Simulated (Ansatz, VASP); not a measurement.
**Cross-check of BN between VASP and Ansatz**

Aim: how closely do two programs agree when they are given the same cell, functional and k mesh? The cell is taken from a series of runs on this material, whose earlier steps may have relaxed, scaled, displaced or heated it; both programs get it as it stands. Other levels of theory on this material are compared in a session of their own.

Main program and level: Ansatz 0.2.0; plane waves, with VASP 6.6.1 beside it; relaxation of cell and atoms at PBE.

## 1. The starting structure

It takes space group F-43m (No. 216, cubic). The conventional cell has a = 3.624 Å, b = 3.624 Å, c = 3.624 Å, α = 90.00°, β = 90.00°, γ = 90.00°. Nearest to B lie 4 N at 1.57 Å. Nearest to N lie 4 B at 1.57 Å. Farther neighbours and most contacts between anions are not listed.

## 2. Ansatz: relaxation of cell and atoms, PBE

Ansatz runs on its PAW soft_1 files.

The relaxed volume is the usual yardstick between codes: in a stiff, nearly cubic crystal its relative difference is about their pressure difference at one cell divided by the bulk modulus.

Contents of input.yaml:

```yaml
crystal:
  lattice:
    - [0.0, 1.8120428309, 1.8120428309]
    - [1.8120428309, 0.0, 1.8120428309]
    - [1.8120428309, 1.8120428309, 0.0]
  atoms:
    - { symbol: B, position: [0.0, 0.0, 0.0] }
    - { symbol: "N", position: [0.25, 0.25, 0.25] }
kpoints:
  mp_grid: { grid: [12, 12, 12] }
hamiltonian:
  xc: pbe
  pseudopotentials: { kind: paw, azcp: { folder: soft_1 } }
scf:
  occupations: { method: fixed }
output:
  forces: true
  stress: true
  eigenvalues: true
relax:
  adjacent_minimum: "off"
  f_tol: 0.001
  max_steps: 60
  cell: { stress_tol: 0.01 }
```

Launch:

```sh
ansatz run input.yaml --threads 4 --pin off --max-ram 10240MiB --backend cpu --events-out ev --progress --plain --runs-dir out
```

Numbers of over 12 decimals in the logs are rounded to 6 here.

Output:

```text
Engine: ansatz 0.2.0, aarch64-unknown-linux-gnu
Pseudopotentials: kind: paw
Pseudopotential: B, paw, valence charge 3, recommended cutoff 420 eV (normal), soft_1/B.paw.azcp
Pseudopotential: N, paw, valence charge 5, recommended cutoff 420 eV (normal), soft_1/N.paw.azcp
Functional definition: PBE
  parameter kappa = 0.804
  parameter beta = 0.066725
  exchange = pbe_x(kappa = kappa, mu = beta*pi^2/3)
  correlation = pbe_c(beta = beta)
Crystal: 2 atoms, lattice volume = 11.900 Å³
Basis set: ecut = 420 eV, 259 PW (Γ), exchange–correlation on 36×36×36 points (8 copies of the dense FFT grid, shifted against one another)
Bands: 8, of which v1, the nominal top of the filled ones, is band 4 counted from 1 (3 counted from 0)
Symmetry: 24 space group operations
Space group: F-43m (ITA 216), of the structure as read, at distance tolerance 2.3e-5 Å
k-points: 72 of 1728 (time reversal used)
Non-local potential: B, projectors of the file, l = 0: 2, l = 1: 2, l = 2: 1
Non-local potential: N, projectors of the file, l = 0: 2, l = 1: 2, l = 2: 1
PAW form: soft (Blöchl's): semilocal exchange-correlation on the pseudo side does not see the compensation charge
PAW one-centre angular grid: B, 110 points (default); XC on 64 Gauss nodes
PAW one-centre angular grid: N, 110 points (default); XC on 64 Gauss nodes
Initial density: superposition of atomic densities (chi_scale 0.1, normalization cell, long waves kept (reshape's long-wave potential 0.00 eV rms))
Initial wavefunctions: pseudopotential atomic-orbital guess
Functional: x = pbe(κ = 0.804, μ = 0.219515), c = pbe(β = 0.066725)
SCF iter   1: F=—  HF=-542.921317 eV  |F-HF|=—  |Δ(HF+E_count)|=         —  Δρ=1.44e-1  dr2=2.00e0  ethr=3.10e-3  ⟨swp⟩=3.9  Hψ=3267  notcnv=0  defer=120
preconditioner: auto → none  [insulator: Δε(μ)=5.714 eV  Ē_g=20.213 eV  n_scr=0 (ndim 8)  ℏωp=30.4 eV  f_vac=0.000  ε∞_Penn≈3.3]
SCF iter   2: F=—  HF=-542.334870 eV  |F-HF|=—  |Δ(HF+E_count)|=   5.86e-1  Δρ=6.40e-2  dr2=2.66e-1  ethr=3.10e-3  ⟨swp⟩=2.0  Hψ=1691  notcnv=0  defer=19
SCF iter   3: F=—  HF=-542.283211 eV  |F-HF|=—  |Δ(HF+E_count)|=   5.17e-2  Δρ=2.32e-2  dr2=3.82e-2  ethr=3.10e-3  ⟨swp⟩=3.0  Hψ=953  notcnv=0  defer=115
SCF iter   4: F=—  HF=-542.279932 eV  |F-HF|=—  |Δ(HF+E_count)|=   3.28e-3  Δρ=2.96e-3  dr2=3.70e-4  ethr=4.77e-4  ⟨swp⟩=3.0  Hψ=1018  notcnv=0  defer=134
SCF iter   5: F=—  HF=-542.280072 eV  |F-HF|=—  |Δ(HF+E_count)|=   1.40e-4  Δρ=2.83e-4  dr2=4.62e-6  ethr=4.62e-6  ⟨swp⟩=3.0  Hψ=957  notcnv=0  defer=135
SCF iter   6: F=—  HF=-542.280073 eV  |F-HF|=—  |Δ(HF+E_count)|=   7.78e-7  Δρ=1.94e-5  dr2=1.11e-8  ethr=1.25e-9  ⟨swp⟩=4.9  Hψ=3516  notcnv=0
SCF iter   7: F=-542.280073 eV  HF=-542.280073 eV  |F-HF|=2.17e-10  |Δ(HF+E_count)|=   2.27e-8  Δρ=2.01e-6  dr2=4.17e-10  ethr=1.38e-10  ⟨swp⟩=1.2  Hψ=1735  notcnv=0
SCF 1 converged in 7 iterations: F = -542.280073 eV  dr2 = 4.17e-10
  greatest PAW one-centre occupation: 0.788 electrons in one spin orbital (limit 2), on the N atom at site 1 (counted from 0), in its partial waves of l = 0
relax step   1: F+E_penalty+E_count = -542.28007326 eV  Δ(F+E_penalty+E_count) = +0.000e0 eV  max|allowed force component| = 3.562e-16 eV/Å  Δτ_max = 0.0000 Å  P = -0.009 GPa  Ω = 11.900 Å³  (7 SCF iters, dr2 threshold 1.00e-7 eV, accepted)
Initial density: handed on by an earlier stage of this run
Initial wavefunctions: pseudopotential atomic-orbital guess (no wavefunctions were taken with the density)
iter 1 solved again at ethr=5.50e-9 eV; its pass at ethr=3.10e-3 eV (dr2=4.40e-7 eV) is discarded
SCF iter   1: F=—  HF=-542.280072 eV  |F-HF|=—  |Δ(HF+E_count)|=         —  Δρ=1.91e-6  dr2=3.77e-10  ethr=5.50e-9  ⟨swp⟩=3.0  Hψ=4890  notcnv=0  defer=120
preconditioner: auto → none  [insulator: Δε(μ)=4.458 eV  Ē_g=19.902 eV  n_scr=0 (ndim 8)  ℏωp=30.4 eV  f_vac=0.000  ε∞_Penn≈3.3]
SCF iter   2: F=—  HF=-542.280073 eV  |F-HF|=—  |Δ(HF+E_count)|=   8.67e-7  Δρ=6.00e-7  dr2=2.80e-11  ethr=4.71e-12  ⟨swp⟩=2.0  Hψ=864  notcnv=0  defer=120
SCF iter   3: F=—  HF=-542.280073 eV  |F-HF|=—  |Δ(HF+E_count)|=  9.32e-12  Δρ=2.31e-7  dr2=4.49e-12  ethr=3.51e-13 (applied; sched 1.00e-12)  ⟨swp⟩=1.9  Hψ=736  notcnv=0  defer=120
SCF iter   4: F=-542.280073 eV  HF=-542.280073 eV  |F-HF|=1.14e-13  |Δ(HF+E_count)|=  3.52e-12  Δρ=5.16e-8  dr2=1.53e-13  ethr=1.00e-12  ⟨swp⟩=7.0  Hψ=2837  notcnv=0
SCF 2 converged in 4 iterations: F = -542.280073 eV  dr2 = 1.53e-13
relax step   2: F+E_penalty+E_count = -542.28007326 eV  Δ(F+E_penalty+E_count) = -1.452e-10 eV  max|allowed force component| = 3.978e-16 eV/Å  Δτ_max = 0.0000 Å  P = -0.009 GPa  Ω = 11.900 Å³  stress off target by 8.92e-3 GPa  SCF on the basis re-selected at this cell (its energy is not comparable with the rows above)  (4 SCF iters)
basis re-selected at this cell: Δ(F+E_penalty+E_count) = -1.452e-10 eV, ΔP = +0.000 GPa vs the last step (what re-selecting the basis moved, of the pressure what is left beyond the Pulay correction that the steps carried, after the strain that the cell walked since its last selection, with what the two solves' SCF thresholds leave and, on support functions, any second-order correction that the steps lacked; it is no  [...]
SCF converged after 4 iterations
Free energy (F): -542.280073 eV
Harris-Foulkes:  -542.280073 eV  (|F-HF|=1.14e-13)
Internal energy: -542.280073 eV  (E = F + TS)
E sigma→0 (E₀):  -542.280073 eV
Fermi energy:    11.048871 eV
--- Per-component energies (eV) ---
  E_band       = 25.697234
  E_kinetic    = 183.194974
  E_local      = -159.620879  (includes V_loc(G=0)·N_el)
  E_nonlocal   = 42.146190
  E_hartree    = 49.222982
  E_xc         = -93.114796
  E_vxc        = -115.141477  (∫ρ·V_xc dr)
  E_paw        = -206.623366  (= ΣΔE_a)
  E_vpaw       = -23.328534  (= ΣTr[D̂ρ^β])
  E_aug_tail   = 0.000993  (compensation charges beyond the density's cutoff)
  E_ewald      = -357.486171
  E_smearing   = -0.000000  (= −TS)
  E_closure    = 0.000000  (closes the sum)
  Σ components = -542.280073   (vs F -542.280073, Δ=0.00e0)
--- Forces (eV/Å), atoms counted from 1 ---
  atom   1  B      0.00000000    -0.00000000    -0.00000000
  atom   2  N     -0.00000000    -0.00000000    -0.00000000
  max |Σ_I F_I| component: 5.37e-16 eV/Å
--- Stress (GPa, compression-positive) ---
       -0.008917       0.000000      -0.000000
       -0.000000      -0.008917       0.000000
       -0.000000       0.000000      -0.008917
  P = ⅓ Tr σ = -0.0089 GPa (-0.089 kbar)
--- Band table (eV; the first three rows and the last of 72) ---
  k-point 0: bands = ["-9.0986", "11.0489", "11.0489", "11.0489", "19.8382", "19.8382", "19.8382", "21.2486"]
  k-point 1: bands = ["-8.9304", "10.1414", "10.8699", "10.8699", "20.0322", "20.1098", "20.1098", "21.8237"]
  k-point 2: bands = ["-8.4323", "8.0532", "10.4339", "10.4339", "20.3228", "20.7414", "20.7414", "23.1684"]
  k-point 71: bands = ["-3.2542", "3.4952", "4.1428", "4.5989", "20.6211", "24.2515", "25.5071", "25.5896"]
--- Relaxed structure (1 steps of the walk, 1 accepted, 1 SCFs on fresh bases) ---
  F+E_penalty+E_count = -542.28007326 eV   max|allowed force component| = 3.978e-16 eV/Å   (the final SCF, on the basis selected at the relaxed cell)
  cell:  # Å, volume = 11.8997 Å³
    - [0.0, 1.8120428309, 1.8120428309]
    - [1.8120428309, 0.0, 1.8120428309]
    - [1.8120428309, 1.8120428309, 0.0]
  atoms:
    - { symbol: B, position: [0.0, 0.0, 0.0] }
    - { symbol: N, position: [0.25, 0.25, 0.25] }
```

The column dr2 measures how far the density is from self-consistency, as an energy; F and HF (Harris–Foulkes) agree once it is small.

## 3. VASP: relaxation of cell and atoms, PBE

The same cell, functional and mesh now go to VASP, with its own data sets.

Lines of VASP's logs that name or quote its potential files are left out, and so is its time.

Contents of INCAR:

```
SYSTEM = BN
PREC = Accurate
ENCUT = 600
EDIFF = 1E-07
NELM = 120
ISMEAR = 0
SIGMA = 0.01
LREAL = .FALSE.
ALGO = Normal
GGA = PE
NBANDS = 10
LORBIT = 11
LWAVE = .FALSE.
LCHARG = .FALSE.
ISIF = 3
IBRION = 2
NSW = 80
EDIFFG = -0.005
LASPH = .TRUE.
GGA_COMPAT = .FALSE.
NELMIN = 4
EFERMI = MIDGAP
KPAR = 2
```

Contents of POSCAR:

```
BN
1.0
    0.0000000000      1.8120430000      1.8120430000
    1.8120430000      0.0000000000      1.8120430000
    1.8120430000      1.8120430000      0.0000000000
B N
1 1
Direct
    0.0000000000      0.0000000000      0.0000000000
    0.2500000000      0.2500000000      0.2500000000
```

Contents of KPOINTS:

```
Automatic mesh
0
Gamma
12 12 12
0 0 0
```

The projector-augmented-wave data sets are B and N (PBE family, release 64).

Launch:

```sh
mpirun -np 2 vasp_std
```

Output:

```text
[banner, memory and clock lines left out]
running    2 mpi-ranks, on    1 nodes
 distrk:  each k-point on    1 cores,    2 groups
 distr:  one band on    1 cores,    1 groups

 POSCAR found type information on POSCAR B N
 POSCAR found :  2 types and       2 ions
 LDA part: xc-table for (Slater+PW92), standard interpolation
 POSCAR, INCAR and KPOINTS ok, starting setup
 FFT: planning ... GRIDC
 FFT: planning ... GRID_SOFT
 FFT: planning ... GRID
 WAVECAR not read
 entering main loop
       N       E                     dE             d eps       ncg     rms          rms(c)
DAV:   1     0.140623918501E+02    0.14062E+02   -0.55203E+03  1472   0.893E+02
DAV:   2    -0.177956077871E+02   -0.31858E+02   -0.30760E+02  1754   0.195E+02
DAV:   3    -0.184078310803E+02   -0.61222E+00   -0.61074E+00  1688   0.235E+01
DAV:   4    -0.184087589186E+02   -0.92784E-03   -0.92780E-03  1598   0.954E-01
DAV:   5    -0.184087598215E+02   -0.90288E-06   -0.90285E-06  1654   0.315E-02    0.664E+00
DAV:   6    -0.175386313106E+02    0.87013E+00   -0.30568E+00  1806   0.115E+01    0.323E+00
DAV:   7    -0.174684784342E+02    0.70153E-01   -0.92344E-02  1592   0.274E+00    0.189E+00
DAV:   8    -0.174543328578E+02    0.14146E-01   -0.37328E-02  1632   0.152E+00    0.192E-01
DAV:   9    -0.174545442398E+02   -0.21138E-03   -0.81122E-04  1548   0.269E-01    0.772E-02
DAV:  10    -0.174546227032E+02   -0.78463E-04   -0.11424E-04  1594   0.103E-01    0.150E-02
DAV:  11    -0.174546277695E+02   -0.50662E-05   -0.87401E-06  1680   0.261E-02    0.929E-03
DAV:  12    -0.174546278028E+02   -0.33323E-07   -0.16289E-06  1638   0.980E-03    0.639E-04
DAV:  13    -0.174546278012E+02    0.16330E-08   -0.25933E-08   900   0.171E-03
   1 F= -.17454628E+02 E0= -.17454628E+02  d E =-.174546E+02
 curvature:   0.00 expect dE= 0.000E+00 dE for cont linesearch  0.000E+00
 trial: gam= 0.00000 g(F)=  0.209E-47 g(S)=  0.859E-05 ort = 0.000E+00 (trialstep = 0.100E+01)
 search vector abs. value=  0.859E-05
 bond charge predicted
       N       E                     dE             d eps       ncg     rms          rms(c)
DAV:   1    -0.174546379133E+02   -0.10111E-04   -0.29738E-04  1538   0.149E-01    0.231E-02
DAV:   2    -0.174546280587E+02    0.98546E-05   -0.40645E-05  1670   0.453E-02    0.638E-03
DAV:   3    -0.174546275804E+02    0.47830E-06   -0.12540E-06  1522   0.101E-02    0.257E-03
DAV:   4    -0.174546273759E+02    0.20450E-06   -0.17329E-07  1508   0.337E-03    0.713E-04
DAV:   5    -0.174546273518E+02    0.24090E-07   -0.90357E-09   742   0.737E-04
   2 F= -.17454627E+02 E0= -.17454627E+02  d E =0.449363E-06
 trial-energy change:    0.000000  1 .order    0.000000   -0.000009    0.000009
 step:   0.4934(harm=  0.4934)  dis= 0.00000  next Energy=   -17.454630 (dE=-0.212E-05)
 bond charge predicted
       N       E                     dE             d eps       ncg     rms          rms(c)
DAV:   1    -0.174546321777E+02   -0.48018E-05   -0.76604E-05  1550   0.756E-02    0.118E-02
DAV:   2    -0.174546298120E+02    0.23657E-05   -0.10474E-05  1662   0.230E-02    0.325E-03
DAV:   3    -0.174546297229E+02    0.89081E-07   -0.32312E-07  1438   0.511E-03    0.130E-03
DAV:   4    -0.174546297157E+02    0.71971E-08   -0.43990E-08   750   0.171E-03
   3 F= -.17454630E+02 E0= -.17454630E+02  d E =-.191454E-05
 curvature:  -0.25 expect dE=-0.111E-08 dE for cont linesearch -0.111E-08
 trial: gam= 0.00000 g(F)=  0.165E-47 g(S)=  0.448E-08 ort =-0.196E-06 (trialstep = 0.899E+00)
 search vector abs. value=  0.458E-08
 reached required accuracy - stopping structural energy minimisation
```

From OUTCAR (step 3):

```text
ion  position               nearest neighbor table
   1  0.000  0.000  0.000-   2 1.57   2 1.57   2 1.57   2 1.57
   2  0.250  0.250  0.250-   1 1.57   1 1.57   1 1.57   1 1.57

  LATTYP: Found a face centered cubic cell.
 ALAT       =     3.6240860000

 Subroutine GETGRP returns: Found 24 space group operations
 (whereof 24 operations were pure point group operations)

The static configuration has the point symmetry T_d .

 Found     72 irreducible k-points:

   k-points           NKPTS =     72   k-points in BZ     NKDIM =     72   number of bands    NBANDS=     10

   dimension x,y,z NGX =    20 NGY =   20 NGZ =   20
   dimension x,y,z NGXF=    40 NGYF=   40 NGZF=   40

   ENCUT  =  600.0 eV  44.10 Ry    6.64 a.u.   5.12  5.12  5.12*2*pi/ulx,y,z

   NELECT =       8.0000    total number of electrons

 k-points in reciprocal lattice and weights: Automatic mesh
   0.00000000  0.00000000  0.00000000       0.001
   0.08333333  0.00000000  0.00000000       0.005
   0.16666667  0.00000000  0.00000000       0.005
   0.25000000  0.00000000  0.00000000       0.005
   0.33333333  0.00000000  0.00000000       0.005
   0.41666667  0.00000000  0.00000000       0.005
   0.50000000  0.00000000  0.00000000       0.002
   0.08333333  0.08333333  0.00000000       0.003
   0.16666667  0.08333333  0.00000000       0.014
[...]
-0.33333333  0.50000000  0.16666667       0.007
  -0.25000000  0.50000000  0.25000000       0.003

 average (electrostatic) potential at core
       1 -24.5823       2 -60.4829

 E-fermi :   9.5309

 k-point     1 :       0.0000    0.0000    0.0000
  band No.  band energies     occupation
      1     -12.8357      2.00000
      2       7.3054      2.00000
      3       7.3054      2.00000
      4       7.3054      2.00000
      5      16.0874      0.00000
      6      16.0874      0.00000
      7      16.0874      0.00000
      8      17.5269      0.00000
      9      31.9093      0.00000
    ...

 k-point     2 :       0.0833    0.0000    0.0000
  band No.  band energies     occupation
      1     -12.6677      2.00000
      2       6.3979      2.00000
      3       7.1263      2.00000
      4       7.1263      2.00000
      5      16.2856      0.00000
      6      16.3592      0.00000
      7      16.3592      0.00000
      8      18.0965      0.00000
      9      31.7229      0.00000
    ...

 k-point     3 :       0.1667    0.0000    0.0000
  band No.  band energies     occupation
      1     -12.1703      2.00000
      2       4.3098      2.00000
      3       6.6904      2.00000
      4       6.6904      2.00000
      5      16.5817      0.00000
      6      16.9911      0.00000
      7      16.9911      0.00000
      8      19.4326      0.00000
      9      31.1975      0.00000
    ...

  Total       -0.0002488     -0.0002488     -0.0002488     -0.0000000      0.0000000      0.0000000
  in kB       -0.0334855     -0.0334855     -0.0334855     -0.0000000      0.0000000      0.0000000
  external PRESSURE =      -0.0334855 kB  Pullay stress =       0.0000000 kB

  energy-cutoff  :      600.00
  volume of cell :       11.90
      direct lattice vectors                 reciprocal lattice vectors
     0.000000000  1.812278016  1.812278016    -0.275895859  0.275895859  0.275895859
     1.812278016 -0.000000000  1.812278016     0.275895859 -0.275895859  0.275895859
     1.812278016  1.812278016 -0.000000000     0.275895859  0.275895859 -0.275895859

 POSITION                                       TOTAL-FORCE (eV/Angst)
 -----------------------------------------------------------------------------------
      0.00000      0.00000     -0.00000         0.000000      0.000000      0.000000
      0.90614      0.90614      0.90614        -0.000000     -0.000000     -0.000000
 -----------------------------------------------------------------------------------
    total drift:                                0.000000      0.000000      0.000000

  FREE ENERGIE OF THE ION-ELECTRON SYSTEM (eV)
  ---------------------------------------------------
  free  energy   TOTEN  =       -17.4546297157 eV

  energy  without entropy=      -17.4546297157  energy(sigma->0) =      -17.45462972

 reached required accuracy - stopping structural energy minimisation

 total charge
# of ion       s       p       d       tot
------------------------------------------
    1        0.675   1.350   0.000   2.025
    2        1.210   2.747   0.000   3.956
--------------------------------------------------
tot          1.885   4.096   0.000   5.981

[... 3 further parts left out ...]
```

CONTCAR:

```
BN
   1.00000000000000
     0.0000000000000000    1.8122780157944030    1.8122780157944030
     1.8122780157944030   -0.0000000000000000    1.8122780157944030
     1.8122780157944030    1.8122780157944030   -0.0000000000000000
  B               N
     1     1
Direct
     0.0000000000000000    0.0000000000000000    0.0000000000000000
     0.2500000000000000    0.2500000000000000    0.2500000000000000
```

The run keeps the 24 symmetry operations of its start, so it cannot find a distortion of lower symmetry.

## 4. Side by side

Known differences besides the potentials themselves: fixed occupations in Ansatz, narrow Gaussian smearing in VASP; the cutoff is 420 eV in Ansatz and 600 eV in VASP; Ansatz adds a Pulay correction to the stress that steers its cell, VASP none. Total energies have different zeros and are not compared.

Compared:

| quantity | Ansatz | VASP | difference |
| --- | --- | --- | --- |
| volume (Å³) | 11.90 | 11.90 | -0.04 % |
| edge a after relaxation, in the typed setting (Å) | 2.563 | 2.563 | -0.01 % |

## 5. Summary of results

| Property | Result |
| --- | --- |
| difference in volume (relaxation of cell and atoms, PBE) | -0.039 % |

In words: The difference in volume is -0.039 % (relaxation of cell and atoms, PBE), within the 1.2 % picked in this series as the mark of a large difference, as far as the stopping tolerances let one tell. 7 further runs of this series are not shown here. Such differences can come from data sets, numerical settings and the points named under the comparisons, not from the functional's error against experiment.

[Lines on the potential files, build, host, timing and source positions are cut from VASP's logs without a mark.]

[Logs are printed without paths, hosts, clocks, repeated set-up lines and the standing remarks that a program may print on its own settings, such as how far it seeks lower states.]

[Hosts, paths, dates, database ids (printed as entryN), source tags and the programs' standing remarks are cut or masked in the printed files.]
